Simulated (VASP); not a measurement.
Calculation: PBE GGA with D3 dispersion (Becke-Johnson damping), VASP's PBE PAW potentials (set 64) (plane waves; VASP 6.6.1).

Input for VASP

**KPOINTS**
```
Automatic mesh
0
Gamma
13 13 4
0 0 0
```

INCAR:
```
IVDW  =  12   ! D3, Becke-Johnson
EDIFF  =  1E-6
IBRION  =  2   ! conjugate gradients
LASPH  =  .TRUE.   ! aspherical one-centre terms
ISIF  =  3   ! ions, shape and volume
ISMEAR  =  1   ! Methfessel-Paxton
SYSTEM  =  C
GGA  =  PE   ! PBE
LREAL  =  .FALSE.   ! projection in real space or not
LCHARG  =  .FALSE.
PREC  =  Accurate
EDIFFG  =  -0.02   ! ionic stop
NSW  =  60   ! most ionic steps
SIGMA  =  0.1
NELM  =  100   ! most electronic steps
ENCUT  =  520   ! plane-wave cut-off (eV)
LWAVE  =  .FALSE.
ALGO  =  Normal
```

### POSCAR
```
C
1
    1.2330805223    -2.1357576173     0.0000000000
    1.2330805223     2.1357576173     0.0000000000
    0.0000000000     0.0000000000     6.7104250184
C
4
Direct
  0.0000000000   0.0000000000   0.2500000000
  0.0000000000   0.0000000000   0.7500000000
  0.3333330000   0.6666670000   0.2500000000
  0.6666670000   0.3333330000   0.7500000000
```

POTCAR, in this order: C (PBE.64 set). Program: vasp_std.

What VASP printed:

OSZICAR:
```
       N       E                     dE             d eps       ncg     rms          rms(c)
DAV:   1     0.478302248033E+02    0.47830E+02   -0.83292E+03  1528   0.123E+03
DAV:   2    -0.352450225444E+02   -0.83075E+02   -0.76014E+02  2124   0.231E+02
DAV:   3    -0.391464587023E+02   -0.39014E+01   -0.38609E+01  1896   0.494E+01
DAV:   4    -0.391993321080E+02   -0.52873E-01   -0.52794E-01  1908   0.650E+00
DAV:   5    -0.392005455764E+02   -0.12135E-02   -0.12132E-02  1860   0.948E-01    0.892E+00
DAV:   6    -0.374087170227E+02    0.17918E+01   -0.17699E+00  1740   0.925E+00    0.522E+00
DAV:   7    -0.368393530268E+02    0.56936E+00   -0.19534E+00  1788   0.984E+00    0.140E+00
DAV:   8    -0.368467238743E+02   -0.73708E-02   -0.60768E-02  1744   0.168E+00    0.940E-02
DAV:   9    -0.368467061846E+02    0.17690E-04   -0.11364E-03  1924   0.282E-01    0.553E-02
DAV:  10    -0.368468998048E+02   -0.19362E-03   -0.23703E-04  1812   0.134E-01    0.268E-02
DAV:  11    -0.368468995309E+02    0.27393E-06   -0.30520E-06  1852   0.153E-02
   1 F= -.37472121E+02 E0= -.37472154E+02  d E =-.374721E+02
```

**OUTCAR**
```
------------------------ aborting loop because EDIFF is reached ----------------------------------------
 Edisp (eV)   -0.62522
  FORCE on cell =-STRESS in cart. coord.  units (eV):
  Direction    XX          YY          ZZ          XY          YZ          ZX
  --------------------------------------------------------------------------------------
  Total       0.00199     0.00199     0.04721     0.00000     0.00000     0.00000
  in kB       0.09038     0.09038     2.13991     0.00000     0.00000     0.00000
  external pressure =        0.77 kB  Pullay stress =        0.00 kB
  volume of cell :       35.34
      direct lattice vectors                 reciprocal lattice vectors
     1.233080522 -2.135757617  0.000000000     0.405488523 -0.234108963  0.000000000
     1.233080522  2.135757617  0.000000000     0.405488523  0.234108963  0.000000000
     0.000000000  0.000000000  6.710425018     0.000000000  0.000000000  0.149021857
 POSITION                                       TOTAL-FORCE (eV/Angst)
 -----------------------------------------------------------------------------------
      0.00000      0.00000      1.67761         0.000000     -0.000000      0.000000
      0.00000      0.00000      5.03282        -0.000000      0.000000      0.000000
      1.23308      0.71192      1.67761         0.000000      0.000000     -0.000000
      1.23308     -0.71192      5.03282        -0.000000     -0.000000     -0.000000
 -----------------------------------------------------------------------------------
    total drift:                               -0.000000     -0.000000      0.000000
  FREE ENERGIE OF THE ION-ELECTRON SYSTEM (eV)
  ---------------------------------------------------
  free  energy   TOTEN  =       -37.4721209542 eV

  energy  without entropy=      -37.4722199952  energy(sigma->0) =      -37.47215397

 reached required accuracy - stopping structural energy minimisation
```
(Selected blocks of OUTCAR.)

The compound is C in the graphite structure. It was relaxed first. The start is the result of an earlier pass.
